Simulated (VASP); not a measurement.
Set up this calculation in VASP 6.6.1, as the native input.

```yaml
Task: relaxation of the atoms
Functional: PBEsol
Potentials_or_basis: VASP PAW PBE potentials, release 64 (Ni, In_d, P)
Cutoff: 350 eV
k_mesh: 2 × 2 × 2
Occupations: gaussian, width 0.03 eV
Spin: collinear spin, ferromagnetic start
Starting_moments: "[3.0, 0.0, 0.0, 0.0, 0.0, 0.0, 0.0, 0.0, 0.0, 0.0, 0.0, 0.0, 0.0, 0.0, 0.0, 0.0, 0.0, 0.0, 0.0, 0.0, 0.0, 0.0, 0.0, 0.0] μB"
Hubbard_terms: Ni d U = 5 eV
Dq: 0
Further_INCAR_settings: LREAL = Auto; ALGO = Normal; EDIFF = 1e-05; IBRION = 2; EDIFFG = -0.03; NSW = 40
```

The structure of In11NiP12 (a cell with a defect) lies in POSCAR:

```
In11NiP12
1.0
    0.0000000000      8.8030500000      8.8030500000
    5.8687000000      0.0000000000      5.8687000000
    5.8687000000      5.8687000000      0.0000000000
Ni In P
1 11 12
Direct
    0.0000000000      0.0000000000      0.0000000000
    0.0000000000      0.0000000000      0.5000000000
    0.0000000000      0.5000000000      0.0000000000
    0.0000000000      0.5000000000      0.5000000000
    0.3333330000      0.0000000000      0.0000000000
    0.3333330000      0.0000000000      0.5000000000
    0.3333330000      0.5000000000      0.0000000000
    0.3333330000      0.5000000000      0.5000000000
    0.6666670000      0.0000000000      0.0000000000
    0.6666670000      0.0000000000      0.5000000000
    0.6666670000      0.5000000000      0.0000000000
    0.6666670000      0.5000000000      0.5000000000
    0.0833333333      0.1250000000      0.1250000000
    0.0833333333      0.1250000000      0.6250000000
    0.0833333333      0.6250000000      0.1250000000
    0.0833333333      0.6250000000      0.6250000000
    0.4166663333      0.1250000000      0.1250000000
    0.4166663333      0.1250000000      0.6250000000
    0.4166663333      0.6250000000      0.1250000000
    0.4166663333      0.6250000000      0.6250000000
    0.7500003333      0.1250000000      0.1250000000
    0.7500003333      0.1250000000      0.6250000000
    0.7500003333      0.6250000000      0.1250000000
    0.7500003333      0.6250000000      0.6250000000
```

These files were run (other wordings do the same):

INCAR

```
SYSTEM = In11NiP12
  ALGO = Normal
  EDIFF = 1E-5
  EDIFFG = -0.03
  ENCUT = 350
  GGA = PS
  IBRION = 2
  ISIF = 2
  ISMEAR = 0
  ISPIN = 2
  KPAR = 2
  LASPH = .TRUE.
  LCHARG = .FALSE.
  LDAU = .TRUE.
  LDAUJ = 0 0 0
  LDAUL = 2 -1 -1
  LDAUPRINT = 1
  LDAUTYPE = 2
  LDAUU = 5 0 0
  LMAXMIX = 4
  LORBIT = 11
  LREAL = Auto
  LWAVE = .FALSE.
  MAGMOM = 3 0 0 0 0 0 0 0 0 0 0 0 0 0 0 0 0 0 0 0 0 0 0 0
  NELM = 120
  NSW = 40
  PREC = Accurate
  SIGMA = 0.03
```

KPOINTS

```
k-points
0
G
  2 2 2
  0 0 0
```

Potentials or basis: VASP PAW PBE potentials, release 64 (Ni, In_d, P).

The run is started by

```bash
$ cat potpaw_PBE.64/Ni/POTCAR potpaw_PBE.64/In_d/POTCAR potpaw_PBE.64/P/POTCAR > POTCAR
$ mpirun -np 4 vasp_std > vasp.out
```

Results of the run:

```yaml
Energy_gained_by_relaxing: 29.1 meV/atom
Ionic_steps: 13
Pressure_after_relaxing: -2.2 GPa
Largest_force_after_relaxing: 0.028 eV/Å
Band_gap_on_the_k_mesh: none (metal or under the smearing width)
Net_moment: 1.50 μB per cell
Site_moments: Ni +1.02; In +0.01, -0.00, +0.00; P +0.05, -0.01, +0.02, -0.00, +0.03 μB
Valence_electrons_inside_the_program's_atomic_spheres: Ni 9.32; In 11.45, 11.46, 11.47, 11.49; P 2.45, 2.50, 2.48, 2.47
```

Caveat: the k mesh is coarse (spacing up to 0.46 Å⁻¹), so the values aren't converged; the PAW data sets were made with another functional, which shifts forces and pressure a little; the U is typed as a test and isn't derived for this compound.

It took 30 min on 4 MPI ranks on Intel(R) Xeon(R) Platinum 8488C (Sapphire Rapids), with other jobs on the host, peak memory 0.56 GiB a rank.
